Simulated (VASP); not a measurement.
OSZICAR of a VASP run on Cd3ZnS4 (ordered alloy cell):

**OSZICAR**
```
       N       E                     dE             d eps       ncg     rms          rms(c)
DAV:   1    -0.312119998242E+02   -0.31212E+02   -0.20657E+00   954   0.187E+01    0.318E+00
DAV:   2    -0.312185127263E+02   -0.65129E-02   -0.45054E-01  1008   0.950E+00    0.191E+00
DAV:   3    -0.312167944181E+02    0.17183E-02   -0.52364E-02  1010   0.208E+00    0.125E+00
DAV:   4    -0.312164875487E+02    0.30687E-03   -0.45230E-03   983   0.578E-01    0.751E-01
DAV:   5    -0.312162690780E+02    0.21847E-03   -0.53140E-04   950   0.142E-01    0.445E-01
DAV:   6    -0.312162023293E+02    0.66749E-04   -0.11476E-04   960   0.625E-02    0.254E-01
DAV:   7    -0.312161740896E+02    0.28240E-04   -0.12461E-05   853   0.188E-02    0.146E-01
DAV:   8    -0.312161632770E+02    0.10813E-04   -0.53747E-06   755   0.126E-02    0.842E-02
DAV:   9    -0.312161594291E+02    0.38479E-05   -0.21400E-06   710   0.798E-03    0.493E-02
DAV:  10    -0.312161578622E+02    0.15668E-05   -0.82789E-07   579   0.525E-03    0.295E-02
DAV:  11    -0.312161572624E+02    0.59981E-06   -0.35580E-07   541   0.348E-03
   1 F= -.31216157E+02 E0= -.31216157E+02  d E =-.189410E-11
       N       E                     dE             ncg
```

Task: Which electronic solver shows in the log?

Result: It is blocked Davidson (ALGO = Normal, or the opening steps of other solvers). The INCAR had ALGO = Normal.

Task: Can the final energy be trusted as converged?

Result: The calculation finished and met its thresholds. It stopped with EDIFF = 1E-6, NELM = 60 (HSE06 screened hybrid, plane waves, VASP's PBE PAW potentials (set 64)).

The structure was generated: Cd3ZnS4 was put into an ordered model structure (P-43m), which need not be its known phase. It was relaxed first. The cell's shape comes from a PBE relaxation.
